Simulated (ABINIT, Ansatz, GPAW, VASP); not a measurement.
**Zr (P6_3/mmc, 2 atoms in the cell) computed with different codes at matched settings**

Self-consistent single point, at a second geometry (lattice scaled by 0.98). First geometry:

```
Zr
1.0
    3.20911     0.00000     0.00000
   -1.60455     2.77917     0.00000
    0.00000     0.00000     5.12412
Zr
2
Direct
  0.33333   0.66667   0.25000
  0.66667   0.33333   0.75000
```

Shared settings, as Ansatz (a first-principles code) writes them: kpoints.mp_grid.grid = 16 16 9; scf.occupations.method = gaussian; scf.occupations.width = 0.136 eV. Potentials and cutoffs stand in the table.

```json
[
 {"code": "GPAW", "model": "PBE, GPAW PAW datasets PBE (gpaw-data 1.0.1)", "ΔF from the first geometry (meV/atom)": "44.5", "pressure (GPa)": "8.73", "cutoff": "600 eV"},
 {"code": "Ansatz", "model": "PBE, PAW files", "ΔF from the first geometry (meV/atom)": "46.9", "pressure (GPa)": "9.12", "cutoff": "420 eV"},
 {"code": "VASP", "model": "PBE, VASP's PBE PAW potentials (set 64)", "ΔF from the first geometry (meV/atom)": "49.9", "pressure (GPa)": "8.41", "cutoff": "300 eV"},
 {"code": "ABINIT", "model": "PBE, norm-conserving pseudopotentials (PseudoDojo nc-sr-05 PBE standard)", "ΔF from the first geometry (meV/atom)": "47.5", "pressure (GPa)": "9.19", "cutoff": "33 Ha"}
]
```

For VASP (by 1.0 GPa) the energy change implies a higher mean pressure, against the two pressures, than for the other programs: a sign of finite-basis (Pulay) stress.

The spread over the programs that give each value: ΔF from the first geometry within 5.4 meV/atom; pressure within 0.78 GPa.

Ansatz's pressure is given at a fixed set of plane waves, as the other plane-wave codes print theirs.

VASP's run is marked for a possible Pulay error in its stress at this cutoff; no cutoff test was made.

The starting cell comes from a database of computed structures (which also holds hypothetical and non-ambient phases and stackings), without a prior relaxation at this level. Its lattice was rescaled by a random factor within 2.5 % of one. For this run, on top of that: lattice scaled by 0.98.

Left out of this page: Quantum ESPRESSO, Elk, FLEUR and SIESTA (not drawn, or without a comparable value).

Keys are those of Ansatz 0.2.
